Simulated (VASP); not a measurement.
Wanted: the native input for a VASP 6.6.1 run.

| Item | Value |
| --- | --- |
| Task | single point |
| Functional | LDA |
| Potentials or basis | VASP PAW LDA potentials, release 64 (Na_pv, Mg, F) |
| Cutoff | 520 eV |
| k mesh | 6 × 6 × 6 |
| Occupations | gaussian, width 0.05 eV |
| Spin | no spin polarisation |
| Dipole correction | no |
| Further INCAR settings | ALGO = Normal; EDIFF = 1e-06; NBANDS = 23 |

The structure of NaMgF3 lies in POSCAR:

```
NaMgF3
1.0
    4.1977664375      0.0000000000      0.0000000000
    0.0000000000      3.7039115625      0.0000000000
    0.0000000000      0.0000000000      3.9508390000
Na Mg F
1 1 3
Direct
    0.0000000000      0.0000000000      0.0000000000
    0.5000000000      0.5000000000      0.5000000000
    0.5000000000      0.5000000000      0.0000000000
    0.5000000000      0.0000000000      0.5000000000
    0.0000000000      0.5000000000      0.5000000000
```

The cell comes from a database or a generator and needn't be the stable form of this composition.

The cell isn't the ideal one: strain +0.0625 x Voigt [1, -1, 0, 0, 0, 0], atoms carried along.

One way to write it, as run:

INCAR

```
SYSTEM = NaMgF3
PREC = Accurate ; ENCUT = 520
EDIFF = 1E-6 ; ISMEAR = 0
SIGMA = 0.05 ; LREAL = .FALSE.
LASPH = .TRUE. ; NELM = 100
ALGO = Normal ; ISIF = 2
LWAVE = .FALSE. ; LCHARG = .TRUE.
GGA = CA ; LELF = .TRUE.
LVHAR = .TRUE. ; NBANDS = 23
```

KPOINTS

```
regular mesh
0
G
  6 6 6
  0 0 0
```

Potentials or basis: VASP PAW LDA potentials, release 64 (Na_pv, Mg, F).

Run with:

```bash
$ cat potpaw_LDA.64/Na_pv/POTCAR potpaw_LDA.64/Mg/POTCAR potpaw_LDA.64/F/POTCAR > POTCAR
$ mpirun -np 1 vasp_std > vasp.out
```

It gave:

The pressure is -5.7 GPa and the band gap on the k mesh is 5.53 eV, indirect (least direct gap 6.00 eV).

Run time: 51 s on 1 thread of Intel(R) Xeon(R) Platinum 8259CL CPU @ 2.50GHz (Skylake/Cascade Lake), with other jobs on the host, peak memory 0.2 GiB.
